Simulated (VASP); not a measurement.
Given:

```
BaTiO3
1.0
    4.03829     0.00000     0.00000
    0.00000     4.03829     0.00000
    0.00000     0.00000     4.50337
Ba Ti O
1 1 3
Direct
  0.00000   0.00000   0.02748
  0.50000   0.50000   0.54028
  0.50000   0.50000   0.94267
  0.00000   0.50000   0.47679
  0.50000   0.00000   0.47679
```

Level of theory: RPBE GGA, VASP's PBE PAW potentials (set 64) (plane waves; VASP). Numerical set-up: 520 eV cut-off, 6×6×5 Γ-centred mesh, Gaussian smearing of 0.050 eV, potentials Ba_sv Ti_sv O.

### Question
The ions and cell shape at fixed volume are relaxed. Give the cell that the relaxation ends in.

### Answer

```
BaTiO3
1.0
    3.98201     0.00000     0.00000
    0.00000     3.98201     0.00000
    0.00000     0.00000     4.63157
Ba Ti O
1 1 3
Direct
  0.00000   0.00000   0.04290
  0.50000   0.50000   0.54551
  0.50000   0.50000   0.93125
  0.00000   0.50000   0.47217
  0.50000   0.00000   0.47217
```
Space group P4mm (99), at a tolerance of 0.03 Å.

### Question
How much energy does the relaxation gain?

### Answer
The energy (σ→0) changes by -3.8 meV/atom, in 11 ionic steps.

The compound is BaTiO3 in the tetragonal perovskite structure. This cell is one point of a volume scan, at 1.03 of the reference volume. Symmetry was kept, so distortions that lower it aren't found.
